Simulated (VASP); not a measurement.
VASP input:

**POSCAR**
```
NaCl
1
    0.0000000000     3.0945970000     3.0945970000
    3.0945970000     0.0000000000     3.0945970000
    3.0945970000     3.0945970000     0.0000000000
Na Cl
1 1
Direct
  0.0000000000   0.0000000000   0.0000000000
  0.2500000000   0.2500000000   0.2500000000
```

INCAR:
```
ALGO=Normal
EDIFF=1E-6
EDIFFG=-0.01
ENCUT=400
GGA=PS
IBRION=2
ISIF=3
ISMEAR=0
LASPH=.TRUE.
LCHARG=.FALSE.
LREAL=.FALSE.
LWAVE=.FALSE.
NELM=100
NSW=60
PREC=Accurate
SIGMA=0.05
SYSTEM=NaCl
```

**KPOINTS**
```
kpoints
0
gamma
  7 7 7
```

POTCAR, in this order: Na_pv Cl (PBE.64 set). Program: vasp_std.

Problem. Write an equivalent input for Ansatz.

Solution. One equivalent input (not run):
Ansatz 0.2 input:
```yaml
crystal:
  lattice:
    - [0.0000000, 3.0945970, 3.0945970]
    - [3.0945970, 0.0000000, 3.0945970]
    - [3.0945970, 3.0945970, 0.0000000]
  atoms:
    - { symbol: Na, position: [0.0000000, 0.0000000, 0.0000000] }
    - { symbol: Cl, position: [0.2500000, 0.2500000, 0.2500000] }
kpoints:
  mp_grid: { grid: [7, 7, 7] }
hamiltonian:
  xc: pbesol
  pseudopotentials: { kind: paw }
scf:
  occupations: { method: gaussian, width: 0.05 }
  max_iter: 100
relax:
  max_steps: 60
  f_tol: 0.01
  cell: {}
output: { forces: true, stress: true, eigenvalues: true }
```
What does not carry over: each code has its own PAW files, so the cut-off isn't converted (ENCUT is set for VASP's; basis.ecutwfc is left out, and Ansatz then takes the one that its files recommend); Ansatz stops its SCF on the density residual and VASP on the energy change (EDIFF).

The structure was generated: NaCl was put into the zinc blende type (F-43m), which need not be its known phase. This run relaxes it. Symmetry was kept, so distortions that lower it aren't found.
